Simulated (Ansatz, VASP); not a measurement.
Nb2O7 in VASP and in Ansatz

The input INCAR:

```
SYSTEM = Nb2O7
PREC     = Accurate       ! precision mode
ENCUT    = 520            ! plane-wave cutoff, eV
EDIFF    = 1E-6           ! SCF threshold, eV
ISMEAR   = 0              ! smearing method
SIGMA    = 0.1            ! smearing width, eV
LREAL    = Auto         
LASPH    = .True.         ! aspherical terms in the spheres
NELM     = 100            ! most SCF steps
ALGO     = Fast           ! electronic algorithm
ISIF     = 2              ! what is computed and relaxed
LWAVE    = .False.        ! write WAVECAR
LCHARG   = .False.        ! write CHGCAR
GGA      = PE             ! functional
NBANDS   = 83             ! bands
```

KPOINTS

```
regular mesh
0
Gamma
  4 4 4
  0 0 0
```

POSCAR

```
Nb2O7
1.0
    0.0000000000      5.2845000000      5.2845000000
    5.2845000000      0.0000000000      5.2845000000
    5.2845000000      5.2845000000      0.0000000000
Nb O
4 14
Direct
    0.1250000000      0.1250000000      0.1250000000
    0.6250000000      0.1250000000      0.1250000000
    0.1250000000      0.1250000000      0.6250000000
    0.1250000000      0.6250000000      0.1250000000
    0.4390000000      0.0610000000      0.0610000000
    0.8110000000      0.1890000000      0.8110000000
    0.0610000000      0.4390000000      0.4390000000
    0.1890000000      0.8110000000      0.1890000000
    0.0610000000      0.4390000000      0.0610000000
    0.8110000000      0.8110000000      0.1890000000
    0.4390000000      0.0610000000      0.4390000000
    0.1890000000      0.1890000000      0.8110000000
    0.8110000000      0.1890000000      0.1890000000
    0.0610000000      0.0610000000      0.4390000000
    0.1890000000      0.8110000000      0.8110000000
    0.4390000000      0.4390000000      0.0610000000
    0.7500000000      0.7500000000      0.7500000000
    0.5000000000      0.5000000000      0.5000000000
```

Input for Ansatz:

```yaml
crystal:
  lattice:
    - [0.0, 5.2845, 5.2845]
    - [5.2845, 0.0, 5.2845]
    - [5.2845, 5.2845, 0.0]
  atoms:
    - { symbol: Nb, position: [0.125, 0.125, 0.125] }
    - { symbol: Nb, position: [0.625, 0.125, 0.125] }
    - { symbol: Nb, position: [0.125, 0.125, 0.625] }
    - { symbol: Nb, position: [0.125, 0.625, 0.125] }
    - { symbol: O, position: [0.439, 0.061, 0.061] }
    - { symbol: O, position: [0.811, 0.189, 0.811] }
    - { symbol: O, position: [0.061, 0.439, 0.439] }
    - { symbol: O, position: [0.189, 0.811, 0.189] }
    - { symbol: O, position: [0.061, 0.439, 0.061] }
    - { symbol: O, position: [0.811, 0.811, 0.189] }
    - { symbol: O, position: [0.439, 0.061, 0.439] }
    - { symbol: O, position: [0.189, 0.189, 0.811] }
    - { symbol: O, position: [0.811, 0.189, 0.189] }
    - { symbol: O, position: [0.061, 0.061, 0.439] }
    - { symbol: O, position: [0.189, 0.811, 0.811] }
    - { symbol: O, position: [0.439, 0.439, 0.061] }
    - { symbol: O, position: [0.75, 0.75, 0.75] }
    - { symbol: O, position: [0.5, 0.5, 0.5] }
basis:
  ecutwfc: 420
kpoints:
  mp_grid: { grid: [4, 4, 4] }
hamiltonian:
  xc: pbe
scf:
  occupations: { method: gaussian, width: 0.1 }
output:
  forces: true
  stress: true
  eigenvalues: true
```

Alike in both runs: task single point; functional PBE; k mesh 4 × 4 × 4; occupations gaussian, width 0.1 eV; no spin polarisation.

|  | VASP | Ansatz |
| --- | --- | --- |
| version | VASP 6.6.1 | Ansatz 0.2.0 |
| potentials or method | VASP PAW PBE potentials, release 64 (Nb_sv, O) | scalar-relativistic, plane waves, PAW |
| plane-wave cutoff (eV) | 520 | 420 |
| valence electrons in the cell | 136 | 136 |

|  | VASP | Ansatz | Ansatz less VASP |
| --- | --- | --- | --- |
| gap on the k mesh at the Fermi level (eV) | none | none | - |
| pressure (GPa) | -1.6 | -1.3 | +0.26 |
| rms of the force components (eV/Å) | 0.220 | 0.209 | -0.0109 |

Atom by atom the forces differ by 0.011 eV/Å (rms over components). A gap of «none» marks a metal or a gap that the smearing closes.
